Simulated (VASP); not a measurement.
Data:

```yaml
crystal:
  lattice:
    - [1.54329, -2.67305, 0.00000]
    - [1.54329, 2.67305, 0.00000]
    - [0.00000, 0.00000, 11.48403]
  atoms:
    - { symbol: Mo, position: [0.33333, 0.66667, 0.25000] }
    - { symbol: Mo, position: [0.66667, 0.33333, 0.75000] }
    - { symbol: S, position: [0.33333, 0.66667, 0.88568] }
    - { symbol: S, position: [0.66667, 0.33333, 0.38568] }
    - { symbol: S, position: [0.66667, 0.33333, 0.11432] }
    - { symbol: S, position: [0.33333, 0.66667, 0.61432] }
```

Calculation: LDA (Ceperley-Alder, Perdew-Zunger), VASP's LDA PAW potentials (set 64) (plane waves; VASP). Numerical set-up: 500 eV cut-off, 8×8×2 Γ-centred mesh, Gaussian smearing of 0.050 eV, potentials Mo_sv S.

Predict the energy per atom (σ→0), pressure.

- energy per atom (σ→0) = -8.142 eV/atom
- pressure = 5.04 GPa

Only differences to runs with the same potentials and settings are physical.

The compound is MoS2 in the 2H layered structure. It was relaxed first under an external pressure of 5 GPa.
